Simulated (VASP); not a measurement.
# SnO (relaxed from the NiAs structure, space group P6_3/mmc): computed properties

These are r2SCAN meta-GGA, VASP's PBE PAW potentials (set 64) (plane waves; VASP 6.6.1) values and carry that method's errors.

```
Property                                                                                                 Value
----------------------------------  --------------------------------------------------------------------------
space group                                                                                     P6_3/mmc (194)
cell                                a = 3.417 Å, b = 3.417 Å, c = 6.449 Å, α = 90.00°, β = 90.00°, γ = 120.00°
volume per atom                                                                                  16.30 Å³/atom
band gap (over mesh and band path)                                    none (metal, semimetal or under 0.01 eV)
density                                                                                             6.86 g/cm³
```

SnO is modelled in the hexagonal space group P6₃/mmc (No. 194), the NiAs type structure, Pearson symbol hP4. Conventional cell: a = b = 3.417 Å, c = 6.449 Å, α = β = 90.00°, γ = 120.00°. Sn on 2a is coordinated by 6 O at 2.548 Å (octahedral). O on 2c is surrounded by 6 Sn at 2.548 Å (trigonal prismatic). (Neighbours: up to the widest gap in distance over summed covalent radii, below 1.35, at either atom; cation-cation and far metal-metal contacts left out.)

Unless said otherwise, spin-orbit coupling is left out, though it shifts the bands of the heavy elements here.

The structure was generated: SnO was put into the NiAs type (P6_3/mmc), which need not be its known phase. It was relaxed first, which changed the volume by +25 %. Symmetry was kept, so distortions that lower it aren't found.
